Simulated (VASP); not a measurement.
Output of a VASP run:

### OSZICAR
```
...
DAV:   5    -0.102797258312E+02   -0.91932E-04   -0.91931E-04  1125   0.212E-01    0.406E+00
DAV:   6    -0.985510866682E+01    0.42462E+00   -0.22239E+00   881   0.117E+01    0.140E+00
DAV:   7    -0.985294586690E+01    0.21628E-02   -0.16487E-02  1190   0.150E+00    0.836E-01
DAV:   8    -0.985518226366E+01   -0.22364E-02   -0.12786E-02  1207   0.158E+00    0.958E-02
DAV:   9    -0.985525191986E+01   -0.69656E-04   -0.88871E-04   921   0.336E-01    0.420E-02
DAV:  10    -0.985528798292E+01   -0.36063E-04   -0.12569E-04   956   0.108E-01    0.443E-03
DAV:  11    -0.985528868143E+01   -0.69851E-06   -0.19685E-06  1120   0.188E-02    0.202E-03
DAV:  12    -0.985528877098E+01   -0.89555E-07   -0.43713E-07   956   0.778E-03
   1 F= -.88535824E+01 E0= -.88535824E+01  d E =-.885358E+01
       N       E                     dE             d eps       ncg     rms          rms(c)
DAV:   1    -0.103492701367E+02   -0.49398E+00   -0.10360E+01   847   0.342E+01    0.592E+00
DAV:   2    -0.985115290890E+01    0.49812E+00   -0.27470E+00   860   0.141E+01    0.116E+00
DAV:   3    -0.984072538251E+01    0.10428E-01   -0.18016E-02  1079   0.175E+00    0.654E-01
DAV:   4    -0.983558395406E+01    0.51414E-02   -0.59416E-03  1241   0.823E-01    0.380E-02
DAV:   5    -0.983560034397E+01   -0.16390E-04   -0.23879E-04   877   0.185E-01    0.144E-02
DAV:   6    -0.983560623921E+01   -0.58952E-05   -0.20085E-05  1069   0.441E-02    0.438E-03
DAV:   7    -0.983560650274E+01   -0.26353E-06   -0.41972E-07  1050   0.802E-03    0.250E-03
DAV:   8    -0.983560669380E+01   -0.19106E-06   -0.32939E-07   988   0.545E-03    0.108E-04
DAV:   9    -0.983560673976E+01   -0.45959E-07   -0.15010E-08   538   0.165E-03
   2 F= -.89071030E+01 E0= -.89071030E+01  d E =-.535206E-01
       N       E                     dE             d eps       ncg     rms          rms(c)
DAV:   1    -0.991179081780E+01   -0.76184E-01   -0.20481E+00   848   0.152E+01    0.261E+00
DAV:   2    -0.981411710462E+01    0.97674E-01   -0.51472E-01   865   0.615E+00    0.519E-01
DAV:   3    -0.981201088836E+01    0.21062E-02   -0.33932E-03  1088   0.758E-01    0.282E-01
DAV:   4    -0.981100318010E+01    0.10077E-02   -0.11320E-03  1225   0.362E-01    0.155E-02
DAV:   5    -0.981100828837E+01   -0.51083E-05   -0.44035E-05   887   0.807E-02    0.621E-03
DAV:   6    -0.981100859674E+01   -0.30837E-06   -0.39031E-06  1031   0.200E-02    0.192E-03
DAV:   7    -0.981100878554E+01   -0.18880E-06   -0.83005E-08   763   0.364E-03    0.106E-03
DAV:   8    -0.981100891580E+01   -0.13026E-06   -0.55841E-08   763   0.235E-03    0.544E-05
DAV:   9    -0.981100893316E+01   -0.17359E-07   -0.86105E-09   438   0.108E-03
   3 F= -.89136776E+01 E0= -.89136776E+01  d E =-.600951E-01
       N       E                     dE             d eps       ncg     rms          rms(c)
DAV:   1    -0.980944966969E+01    0.15592E-02   -0.87382E-03   850   0.989E-01    0.170E-01
DAV:   2    -0.980903443534E+01    0.41523E-03   -0.21565E-03   867   0.399E-01    0.337E-02
DAV:   3    -0.980902432659E+01    0.10109E-04   -0.14322E-05  1091   0.489E-02    0.180E-02
DAV:   4    -0.980902015321E+01    0.41734E-05   -0.47642E-06  1220   0.236E-02    0.100E-03
DAV:   5    -0.980902031168E+01   -0.15847E-06   -0.18989E-07   732   0.530E-03    0.398E-04
DAV:   6    -0.980902020750E+01    0.10419E-06   -0.16539E-08   444   0.143E-03    0.115E-04
DAV:   7    -0.980902022409E+01   -0.16590E-07   -0.19643E-09   426   0.544E-04
   4 F= -.89136988E+01 E0= -.89136988E+01  d E =-.601163E-01
```

File OUTCAR:
```
------------------------ aborting loop because EDIFF is reached ----------------------------------------
  FORCE on cell =-STRESS in cart. coord.  units (eV):
  Direction    XX          YY          ZZ          XY          YZ          ZX
  --------------------------------------------------------------------------------------
  Total        0.8972217      0.8972217      0.8972217     -0.0000000      0.0000000     -0.0000000
  in kB      100.2122393    100.2122393    100.2122393     -0.0000000      0.0000000     -0.0000000
  external PRESSURE =       0.2122393 kB  Pullay stress =     100.0000000 kB
  volume of cell :       14.34
      direct lattice vectors                 reciprocal lattice vectors
     0.000000000  1.928500967  1.928500967    -0.259268732  0.259268732  0.259268732
     1.928500967  0.000000000  1.928500967     0.259268732 -0.259268732  0.259268732
     1.928500967  1.928500967  0.000000000     0.259268732  0.259268732 -0.259268732
  FREE ENERGIE OF THE ION-ELECTRON SYSTEM (eV)
  ---------------------------------------------------
  free  energy   TOTEN  =        -9.8090202241 eV

  energy  without entropy=       -9.8090202241  energy(sigma->0) =       -9.80902022
  enthalpy is  TOTEN    =        -8.9136987596 eV   P V=        0.8953214645

 reached required accuracy - stopping structural energy minimisation
```
(Selected blocks of OUTCAR.)

### POSCAR
```
LiF
1
   -0.0000000000     2.0020442322     2.0020442322
    2.0020442322    -0.0000000000     2.0020442322
    2.0020442322     2.0020442322     0.0000000000
Li F
1 1
Direct
  0.0000000000   0.0000000000   0.0000000000
  0.5000000000   0.5000000000   0.5000000000
```

Reconstruct the remaining input files.

One answer among several that fit: the input of the run itself, PBEsol GGA, plane waves, VASP's PBE PAW potentials (set 64).

### INCAR
```
LWAVE = .False.
EDIFFG = -0.01
ENCUT = 600   ! plane-wave cut-off (eV)
EDIFF = 1E-7   ! SCF stop (eV)
LREAL = .False.   ! projection in real space or not
LASPH = .True.   ! aspherical one-centre terms
NELM = 100   ! most electronic steps
LCHARG = .False.
ALGO = Normal   ! blocked Davidson
SYSTEM = LiF
ISIF = 3
PREC = Accurate
SIGMA = 0.05
IBRION = 2   ! conjugate gradients
ISMEAR = 0
GGA = PS
PSTRESS = 100   ! kbar
NSW = 40   ! most ionic steps
```

**KPOINTS**
```
Automatic mesh
0
Gamma
10 10 10
0 0 0
```

POTCAR, in this order: Li_sv F (PBE.64 set). Program: vasp_std.

Energy and stress use the plane-wave basis of the starting cell.

The compound is LiF in the rock salt structure. This run relaxes it under an external pressure of 10 GPa. Symmetry was kept, so distortions that lower it aren't found.
